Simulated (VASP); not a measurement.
A convergence study with VASP on BaO (space group Fm-3m): one setting is varied, all else stays as given below, so the limit is that of these other settings.

```
BaO
1.0
    0.00000     2.76169     2.76169
    2.76169     0.00000     2.76169
    2.76169     2.76169     0.00000
Ba O
1 1
Direct
  0.00000   0.00000   0.00000
  0.50000   0.50000   0.50000
```

Method: PBE GGA, VASP's PBE PAW potentials (set 64) (plane waves; VASP). The tightest run used: 400 eV cut-off, 12×12×12 Γ-centred mesh, Gaussian smearing of 0.010 eV, potentials Ba_sv O.

The settings run are 3×3×3 mesh; 4×4×4 mesh; 5×5×5 mesh; 7×7×7 mesh; 8×8×8 mesh; 10×10×10 mesh; 12×12×12 mesh. From which on does the mean ε∞ stay within 0.3  of the tightest run?

From 4×4×4 mesh on: it is off by 0.21 there and by no more than 0.3 in any finer run, while 3×3×3 mesh is off by 0.60.
| setting | mean ε∞ | irreducible k-points | difference judged () |
|---|---|---|---|
| 3×3×3 mesh | 4.90 | 4 | 0.60 |
| 4×4×4 mesh | 4.51 | 8 | 0.21 |
| 5×5×5 mesh | 4.36 | 10 | 0.06 |
| 7×7×7 mesh | 4.30 | 20 | 0.01 |
| 8×8×8 mesh | 4.29 | 29 | 0.00 |
| 10×10×10 mesh | 4.29 | 47 | 0.00 |
| 12×12×12 mesh | 4.29 | 72 | 0.00 |

Left out are rungs that failed or repeat a setting and relaxations that didn't move; long series are thinned to 24 rows.

The structure is a typed BaO crystal (space group no. 225). The cell was not relaxed at this level.
